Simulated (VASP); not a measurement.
Input for VASP

### KPOINTS
```
Automatic mesh
0
Gamma
7 7 7
0 0 0
```

### POSCAR
```
CuI
1.0
  0.0000000000   2.9678957189   2.9678957189
  2.9678957189   0.0000000000   2.9678957189
  2.9678957189   2.9678957189   0.0000000000
Cu I
1 1
Cart
  0.0000000000   0.0000000000   0.0000000000
  1.4839478594   1.4839478594   1.4839478594
```

**INCAR**
```
SYSTEM = CuI
PREC = Accurate
ENCUT = 400
EDIFF = 1E-6
NELM = 100
ALGO = Normal
LREAL = .FALSE.
LASPH = .TRUE.
ISMEAR = 0
SIGMA = 0.05
GGA = PS
LMAXMIX = 4
LWAVE = .FALSE.
LCHARG = .FALSE.
IBRION = 2
ISIF = 3
NSW = 60
EDIFFG = -0.01
```

POTCAR, in this order: Cu I (PBE.64 set). Program: vasp_std.

Question: Translate this PBEsol calculation to Ansatz.

Answer: One equivalent input (not run):
Ansatz 0.2 input:
```yaml
crystal:
  lattice:
    - [0.0000000, 2.9678957, 2.9678957]
    - [2.9678957, 0.0000000, 2.9678957]
    - [2.9678957, 2.9678957, 0.0000000]
  atoms:
    - { symbol: Cu, position: [0.0000000, 0.0000000, 0.0000000] }
    - { symbol: I, position: [0.2500000, 0.2500000, 0.2500000] }
kpoints:
  mp_grid: { grid: [7, 7, 7] }
hamiltonian:
  xc: pbesol
  pseudopotentials: { kind: paw }
scf:
  occupations: { method: gaussian, width: 0.05 }
  max_iter: 100
relax:
  max_steps: 60
  f_tol: 0.01
  cell: {}
output: { forces: true, stress: true, eigenvalues: true }
```
What does not carry over: each code has its own PAW files, so the cut-off isn't converted (ENCUT is set for VASP's; basis.ecutwfc is left out, and Ansatz then takes the one that its files recommend); Ansatz stops its SCF on the density residual and VASP on the energy change (EDIFF).

The compound is CuI in the zinc blende structure. This run relaxes it. Symmetry was kept, so distortions that lower it aren't found. The start is the result of an earlier pass.
